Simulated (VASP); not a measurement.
```xyz
4
Lattice="2.0997 -3.6368 0.0000 2.0997 3.6368 0.0000 0.0000 0.0000 6.8202" Properties=species:S:1:pos:R:3 pbc="T T T"
Cd     2.0997    -1.2123     3.4101
Cd     2.0997     1.2123     0.0000
S      2.0997    -1.2123     5.9813
S      2.0997     1.2123     2.5712
```

Level of theory: PBE GGA, VASP's PBE PAW potentials (set 64) (plane waves; VASP). Run with 350 eV cut-off, Gaussian smearing of 0.050 eV, potentials Cd S.

Estimate the band gap (along the path) with the smallest direct gap where there is one.

```yaml
band gap (along the path): 1.11 eV
smallest direct gap (along the path): 1.11 eV
```

Total energies compare only between runs with the same potentials, cut-off and functional.

The compound is CdS in the wurtzite structure. It was relaxed first.
